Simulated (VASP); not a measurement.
OSZICAR of a VASP run on Ni3Al (L1_2):

File OSZICAR:
```
       N       E                     dE             d eps       ncg     rms          rms(c)
DAV:   1     0.188547891719E+03    0.18855E+03   -0.15554E+04  2948   0.203E+03
DAV:   2    -0.161817705638E+02   -0.20473E+03   -0.19677E+03  2940   0.353E+02
DAV:   3    -0.256879768387E+02   -0.95062E+01   -0.88697E+01  3296   0.104E+02
DAV:   4    -0.258397092261E+02   -0.15173E+00   -0.15119E+00  3333   0.120E+01
DAV:   5    -0.258449753901E+02   -0.52662E-02   -0.52655E-02  3707   0.201E+00    0.188E+01
DAV:   6    -0.276261045768E+02   -0.17811E+01   -0.69594E+01  3375   0.136E+02    0.229E+01
DAV:   7    -0.218257423362E+02    0.58004E+01   -0.21216E+01  3367   0.746E+01    0.212E+00
DAV:   8    -0.218344340524E+02   -0.86917E-02   -0.48925E-01  3106   0.584E+00    0.158E+00
DAV:   9    -0.218132501551E+02    0.21184E-01   -0.62421E-02  3812   0.352E+00    0.446E-01
DAV:  10    -0.218125719159E+02    0.67824E-03   -0.32967E-03  3321   0.703E-01    0.170E-01
DAV:  11    -0.218124602653E+02    0.11165E-03   -0.22133E-04  4089   0.197E-01    0.101E-01
DAV:  12    -0.218123461147E+02    0.11415E-03   -0.89076E-05  3696   0.106E-01    0.418E-02
DAV:  13    -0.218123459973E+02    0.11745E-06   -0.10106E-05  3221   0.361E-02    0.217E-02
DAV:  14    -0.218123451791E+02    0.81817E-06   -0.73912E-07  1880   0.123E-02
   1 F= -.21812345E+02 E0= -.21812057E+02  d E =-.865874E-03  mag=     0.7782
```

Problem. Which electronic solver shows in the log?

Solution. It is blocked Davidson (ALGO = Normal, or the opening steps of other solvers). The INCAR had ALGO = Normal.

Problem. How was spin treated?

Solution. Collinear spin (ISPIN = 2): the summary line carries one mag value, 0.78 μB in the cell.

Problem. Can the final energy be trusted as converged?

Solution. The calculation finished and met its thresholds. It stopped with EDIFF = 1E-6, NELM = 100 (PBE GGA, plane waves, VASP's PBE PAW potentials (set 64)).

The compound is Ni3Al in the L1_2 structure. The cell was not relaxed at this level. The run is one of a series of settings (ENCUT = 520, POTCAR Al_GW Ni (PBE.64 set) against the base run), some of them coarse on purpose.
